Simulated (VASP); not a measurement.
Input:

```yaml
crystal:
  lattice:
    - [0.00000, 2.27093, 2.27093]
    - [2.27093, 0.00000, 2.27093]
    - [2.27093, 2.27093, 0.00000]
  atoms:
    - { symbol: Ga, position: [0.00000, 0.00000, 0.00000] }
    - { symbol: N, position: [0.25000, 0.25000, 0.25000] }
```

These are PBE GGA, VASP's PBE PAW potentials (set 64) (plane waves; VASP) values and carry that method's errors. Settings: 450 eV cut-off, Gaussian smearing of 0.050 eV, potentials Ga_d N.

Problem. Give the energies of bands 7 to 11 at the high-symmetry points, in eV from the valence-band maximum.

Solution. 
```csv
band,Γ,X,U,L,W
7,0.00,-6.03,-5.77,-6.89,-5.61
8,0.00,-2.62,-4.13,-0.94,-3.59
9,0.00,-2.62,-2.11,-0.94,-3.52
10,1.58,3.35,4.96,4.48,6.18
11,10.16,6.53,7.68,8.62,8.15
```

The gap is direct, 1.58 eV, from the valence maximum at Γ to the conduction minimum at Γ.

The compound is GaN in the zinc blende structure, a metastable form; wurtzite is the usual one. It was relaxed first.
